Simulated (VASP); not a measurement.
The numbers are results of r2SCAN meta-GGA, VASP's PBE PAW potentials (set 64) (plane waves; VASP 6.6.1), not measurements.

VASP input:

### KPOINTS
```
Automatic
0
G
 13 13 7
0 0 0
```

INCAR:
```
ALGO  =  Normal
CSHIFT  =  0.1
EDIFF  =  1E-7
ENCUT  =  400
ISMEAR  =  0
LASPH  =  .TRUE.
LCHARG  =  .FALSE.
LMAXMIX  =  6
LMIXTAU  =  .TRUE.
LOPTICS  =  .TRUE.
LPEAD  =  .TRUE.
LREAL  =  .FALSE.
LWAVE  =  .FALSE.
METAGGA  =  R2SCAN
NBANDS  =  45
NEDOS  =  1001
NELM  =  100
PREC  =  Accurate
SIGMA  =  0.01
SYSTEM  =  PtS2
```

**POSCAR**
```
PtS2
3.546030
  0.5000000523  -0.8660255143   0.0000000000
  0.5000000523   0.8660255143   0.0000000000
  0.0000000000   0.0000000000   1.5802927403
Pt S
1 2
direct
  0.0000000000   0.0000000000   0.0000000000
  0.3333330000   0.6666670000   0.2202038716
  0.6666670000   0.3333330000   0.7797961284
```

POTCAR, in this order: Pt S (PBE.64 set). Program: vasp_std.

The dielectric response may not be converged in the k-mesh; for small gaps it tends to come out too large.

**Question.** Estimate the energy per atom (σ→0).

**Answer.** 
```
Property                         Value
---------------------  ---------------
energy per atom (σ→0)  -22.958 eV/atom
```

### OSZICAR
```
...
DAV:  16    -0.688732912345E+02   -0.27459E-04   -0.23084E-06 14489   0.640E-03    0.324E-03
DAV:  17    -0.688732839699E+02    0.72646E-05   -0.14179E-07 13555   0.168E-03    0.162E-03
DAV:  18    -0.688732863409E+02   -0.23710E-05   -0.51979E-08 12491   0.978E-04    0.483E-04
DAV:  19    -0.688732822580E+02    0.40829E-05   -0.29738E-08 12899   0.783E-04    0.266E-04
DAV:  20    -0.688732831002E+02   -0.84223E-06   -0.21836E-09  7968   0.194E-04    0.167E-04
DAV:  21    -0.688732830226E+02    0.77605E-07   -0.19440E-10  7763   0.615E-05
   1 F= -.68873283E+02 E0= -.68873283E+02  d E =-.269595E-33
 imaginary and real dielectric function
```

The compound is PtS2 in the 1T layered structure. It was relaxed first, which changed the volume by +12 %.
